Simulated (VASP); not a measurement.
# A VASP study of MnFe4SiB2 (rev-vdW-DF2): structure first, properties next, part 3 of 6

What structure does MnFe4SiB2 take at this level, and what are its properties? The start is a computed cell from the Materials Project.

VASP 6.6.1; rev-vdW-DF2, spin-polarised from a ferromagnetic start; plane waves and PAW (Mn_pv, Fe, Si, B).

Still holding for the runs below: The magnetic state follows from one typed start and may not be the lowest.

So far. Step 2 (Full relaxation (rev-vdW-DF2)): It ends with a largest force of 0.009 eV/Å and a pressure of 0.00 GPa. The relaxed cell has a = 5.498, c = 10.172 Å (conventional setting).

## (3) Second relaxation

The basis stayed that of the start cell while the cell moved. A rerun from the cell reached resets it; the error of the finite cutoff stays.

INCAR

```
SYSTEM = MnFe4SiB2
PREC = Accurate
ENCUT = 420
EDIFF = 1E-06
NELM = 100
ISMEAR = 1
SIGMA = 0.2
LREAL = .FALSE.
ALGO = Normal
GGA = MK
AGGAC = 0
LUSE_VDW = .TRUE.
PARAM1 = 0.1234
PARAM2 = 0.711357
ZAB_VDW = -1.8867
LASPH = .TRUE.
NBANDS = 98
ISPIN = 2
MAGMOM = 4 4 3 3 3 3 3 3 3 3 0 0 0 0 0 0
LMAXMIX = 4
LORBIT = 11
LWAVE = .FALSE.
LCHARG = .FALSE.
KPAR = 8
IBRION = 2
NSW = 60
ISIF = 3
EDIFFG = -0.01
```

POSCAR

```
MnFe4SiB2
1.0
   -2.7489862493      2.7489862493      5.0858436328
    2.7489862493     -2.7489862493      5.0858436328
    2.7489862493      2.7489862493     -5.0858436328
Mn Fe Si B
2 8 2 4
Direct
    0.5000000000      0.5000000000      0.0000000000
    0.0000000000      0.0000000000      0.0000000000
    0.5318582523      0.0318582523      0.8357585666
    0.1960996857      0.6960996857      0.1642414334
    0.0318582523      0.1960996857      0.5000000000
    0.6960996857      0.5318582523      0.5000000000
    0.4681417477      0.9681417477      0.1642414334
    0.8039003143      0.3039003143      0.8357585666
    0.9681417477      0.8039003143      0.5000000000
    0.3039003143      0.4681417477      0.5000000000
    0.2500000000      0.2500000000      0.0000000000
    0.7500000000      0.7500000000      0.0000000000
    0.8798784748      0.3798784748      0.2597569497
    0.1201215252      0.6201215252      0.7402430503
    0.3798784748      0.1201215252      0.5000000000
    0.6201215252      0.8798784748      0.5000000000
```

KPOINTS

```
Automatic mesh
0
Gamma
6 6 6
0 0 0
```

The projector-augmented-wave data sets are Mn_pv, Fe, Si and B (PBE family, release 64).

Launch:

```
$ mpirun -np 8 vasp_std
```

Log:

```text
[banner, memory and clock lines left out]
running    8 mpi-ranks, on    1 nodes
 distrk:  each k-point on    1 cores,    8 groups
 distr:  one band on    1 cores,    1 groups

 POSCAR found type information on POSCAR MnFeSiB
 POSCAR found :  4 types and      16 ions
 [... a notice as in an earlier step ...]

 [... a notice as in an earlier step ...]

 [... a notice as in an earlier step ...]

 LDA part: xc-table for (Slater+PW92), standard interpolation
 POSCAR, INCAR and KPOINTS ok, starting setup
 FFT: planning ... GRIDC
 FFT: planning ... GRID_SOFT
 FFT: planning ... GRID
 WAVECAR not read
 entering main loop
       N       E                     dE             d eps       ncg     rms          rms(c)
DAV:   1     0.105501402898E+04    0.10550E+04   -0.39550E+04 12360   0.120E+03
DAV:   2     0.613518262789E+01   -0.10489E+04   -0.95886E+03 11760   0.342E+02
DAV:   3    -0.116481154159E+03   -0.12262E+03   -0.10536E+03 12224   0.136E+02
DAV:   4    -0.122454604219E+03   -0.59735E+01   -0.58432E+01 14072   0.323E+01
DAV:   5    -0.122592930801E+03   -0.13833E+00   -0.13815E+00 14088   0.462E+00    0.569E+01
DAV:   6    -0.125083381947E+03   -0.24905E+01   -0.11746E+02 15224   0.111E+02    0.668E+01
DAV:   7    -0.132178393963E+03   -0.70950E+01   -0.10887E+02 14892   0.915E+01    0.685E+01
DAV:   8    -0.101130620475E+03    0.31048E+02   -0.33259E+01 13492   0.569E+01    0.143E+01
DAV:   9    -0.101042021409E+03    0.88599E-01   -0.47198E+00 15944   0.103E+01    0.576E+00
DAV:  10    -0.101082582714E+03   -0.40561E-01   -0.74724E-01 12688   0.577E+00    0.635E+00
DAV:  11    -0.101109312640E+03   -0.26730E-01   -0.11255E-01 15056   0.203E+00    0.393E+00
DAV:  12    -0.101143614641E+03   -0.34302E-01   -0.41538E-02 15664   0.140E+00    0.204E+00
DAV:  13    -0.101160750634E+03   -0.17136E-01   -0.34658E-02 15954   0.114E+00    0.101E+00
DAV:  14    -0.101162279111E+03   -0.15285E-02   -0.14914E-02 14584   0.656E-01    0.531E-01
DAV:  15    -0.101161760648E+03    0.51846E-03   -0.19065E-03 12816   0.330E-01    0.155E-01
DAV:  16    -0.101161819874E+03   -0.59226E-04   -0.24865E-04 14888   0.896E-02    0.514E-02
DAV:  17    -0.101161827685E+03   -0.78107E-05   -0.46251E-05 15304   0.331E-02    0.248E-02
DAV:  18    -0.101161820339E+03    0.73462E-05   -0.57913E-06 13308   0.136E-02    0.154E-02
DAV:  19    -0.101161820656E+03   -0.31694E-06   -0.34233E-06 10122   0.116E-02
   1 F= -.10116182E+03 E0= -.10116421E+03  d E =-.101162E+03  mag=    15.4650
 curvature:   0.00 expect dE= 0.000E+00 dE for cont linesearch  0.000E+00
 trial: gam= 0.00000 g(F)=  0.179E-04 g(S)=  0.674E-04 ort = 0.000E+00 (trialstep = 0.100E+01)
 search vector abs. value=  0.853E-04
 reached required accuracy - stopping structural energy minimisation
```

It took 4.3 min on 8 MPI ranks of Intel Xeon 6975P-C (Granite Rapids), shared host; peak memory 10 GiB.

Parts of OUTCAR (step 3):

```text
  LATTYP: Found a body centered tetragonal cell.
 ALAT       =     5.4979724986
 C/A-ratio  =     1.8500796918

 Found     30 irreducible k-points:

   ENCUT  =  420.0 eV  30.87 Ry    5.56 a.u.  10.70 10.70 10.70*2*pi/ulx,y,z

   NELECT =     110.0000    total number of electrons

 E-fermi :   8.3600

 spin component 1
 k-point     1 :       0.0000    0.0000    0.0000
  band No.  band energies     occupation
    ...
     60       7.9340      1.00514
     61       7.9525      1.00707
     62       7.9724      1.00972
     63       8.0128      1.01701
     64       8.0493      1.02521
     65       8.3940      0.35833
     66       8.9522     -0.00012
     67       8.9522     -0.00012
     68       9.2059     -0.00000
     69       9.2059     -0.00000
    ...

 k-point     2 :       0.1667    0.0000    0.0000
  band No.  band energies     occupation
    ...
     60       7.8635      1.00125
     61       8.0317      1.02117
     62       8.1297      1.03455
     63       8.1805      1.01093
     64       8.2926      0.76813
     65       8.6141     -0.03515
     66       8.6637     -0.02682
     67       8.8146     -0.00300
     68       9.2311     -0.00000
     69       9.4756     -0.00000
    ...

 k-point     3 :       0.3333    0.0000   -0.0000
  band No.  band energies     occupation
    ...
     58       7.5613      1.00000
     59       7.7820      1.00017
     60       7.9205      1.00402
     61       8.0464      1.02454
     62       8.1537      1.02809
     63       8.4449      0.17418
     64       8.4475      0.16603
     65       8.7940     -0.00444
     66       8.7985     -0.00409
     67       9.2115     -0.00000
    ...

 k-point     4 :       0.5000   -0.0000    0.0000
  band No.  band energies     occupation
    ...
     58       7.5725      1.00000
     59       7.8319      1.00060
     60       7.8319      1.00060
     61       8.0218      1.01895
     62       8.0218      1.01895
     63       8.5097      0.02434
     64       8.5097      0.02434
     65       9.0683     -0.00000
     66       9.0683     -0.00000
     67       9.4965     -0.00000
    ...

Total vdW correction in eV:     14.7980146

  Total       -0.0895269     -0.0895269     -0.0794670      0.0000000      0.0000000      0.0000000
  in kB       -0.9330314     -0.9330314     -0.8281883      0.0000000      0.0000000      0.0000000
  external PRESSURE =      -0.8980837 kB  Pullay stress =       0.0000000 kB

 POSITION                                       TOTAL-FORCE (eV/Angst)
 -----------------------------------------------------------------------------------
      0.00000      0.00000      5.08584        -0.000000      0.000000     -0.000000
      0.00000      0.00000      0.00000        -0.000000      0.000000     -0.000000
      0.92300      3.67198     -1.38356        -0.001592     -0.001592     -0.001536
      1.82599     -0.92300      3.70228         0.001592      0.001592     -0.001536
      1.82599      0.92300     -1.38356         0.001592     -0.001592     -0.001536
      0.92300      1.82599      3.70228        -0.001592      0.001592     -0.001536
      1.82599     -0.92300      6.46941         0.001592      0.001592      0.001536
      0.92300      3.67198      1.38356        -0.001592     -0.001592      0.001536
      0.92300      1.82599      6.46941        -0.001592      0.001592      0.001536
      1.82599      0.92300      1.38356         0.001592     -0.001592      0.001536
      0.00000      0.00000      2.54292        -0.000000      0.000000     -0.000000
      0.00000      0.00000      7.62877        -0.000000      0.000000     -0.000000
     -0.66042      2.08856      5.08584        -0.006248     -0.006248      0.000000
      3.40941      0.66042      0.00000         0.006248      0.006248     -0.000000
      0.66042      2.08856      0.00000         0.006248     -0.006248      0.000000
      2.08856      0.66042      5.08584        -0.006248      0.006248      0.000000
 -----------------------------------------------------------------------------------
    total drift:                                0.000000      0.000000      0.000000

  FREE ENERGIE OF THE ION-ELECTRON SYSTEM (eV)
  ---------------------------------------------------
  free  energy   TOTEN  =      -101.1618206556 eV

  energy  without entropy=     -101.1689857383  energy(sigma->0) =     -101.16420902

Total vdW correction in eV:     14.7980467

 total charge
# of ion       s       p       d       tot
------------------------------------------
    1        0.378   6.453   5.259  12.090
    2        0.378   6.453   5.259  12.090
    3        0.441   0.616   6.455   7.512
    4        0.441   0.616   6.455   7.512
    5        0.441   0.616   6.455   7.512
    6        0.441   0.616   6.455   7.512
    7        0.441   0.616   6.455   7.512
    8        0.441   0.616   6.455   7.512
    9        0.441   0.616   6.455   7.512
   10        0.441   0.616   6.455   7.512
   11        0.750   0.979   0.000   1.729
   12        0.750   0.979   0.000   1.729
   13        0.700   1.189   0.000   1.888
   14        0.700   1.189   0.000   1.888
   15        0.700   1.189   0.000   1.888
   16        0.700   1.189   0.000   1.888
--------------------------------------------------
tot          8.586  24.544  62.161  95.290

 magnetization (x)
# of ion       s       p       d       tot
------------------------------------------
    1        0.001   0.000   1.997   1.998
    2        0.001   0.000   1.997   1.998
    3        0.001  -0.013   1.523   1.511
    4        0.001  -0.013   1.523   1.511
    5        0.001  -0.013   1.523   1.511
    6        0.001  -0.013   1.523   1.511
    7        0.001  -0.013   1.523   1.511
    8        0.001  -0.013   1.523   1.511
    9        0.001  -0.013   1.523   1.511
   10        0.001  -0.013   1.523   1.511
   11       -0.011  -0.062   0.000  -0.073
   12       -0.011  -0.062   0.000  -0.073
   13       -0.019  -0.084   0.000  -0.103
   14       -0.019  -0.084   0.000  -0.103
   15       -0.019  -0.084   0.000  -0.103
   16       -0.019  -0.084   0.000  -0.103
--------------------------------------------------
tot         -0.087  -0.563  16.176  15.527

[... 6 parts as in an earlier step ...]

[... 11 further parts left out ...]
```

Little changed from the start: no atom moved by 0.005 Å and no cell edge by 0.1 %.

Numbers from this step:

```yaml
free_energy_toten: -101.1618 eV
energy_at_zero_smearing: -101.1642 eV
fermi_energy: 8.36 eV
pressure: -0.08981 GPa
scf_cycles_over_all_ionic_steps: 19
```

It ends with a largest force of 0.009 eV/Å and a pressure of -0.09 GPa. The volume moved by under 0.01 %: the run met its threshold at the first step.

(Part 3 of 6 ends here.)

[Lines on the potential files, build, host, timing and source positions are cut from VASP's logs without a mark.]

[Logs are printed without paths, hosts, clocks, repeated set-up lines and the standing remarks that a program may print on its own settings, such as how far it seeks lower states.]

[Hosts, paths, dates, database ids (printed as entryN), source tags and the programs' standing remarks are cut or masked in the printed files.]

[A measured line is paired with the nearest computed mode of its activity, which favours agreement.]

[In band tables of VASP the shares of atoms and orbitals are scaled to a sum of 1 inside the atoms' spheres.]
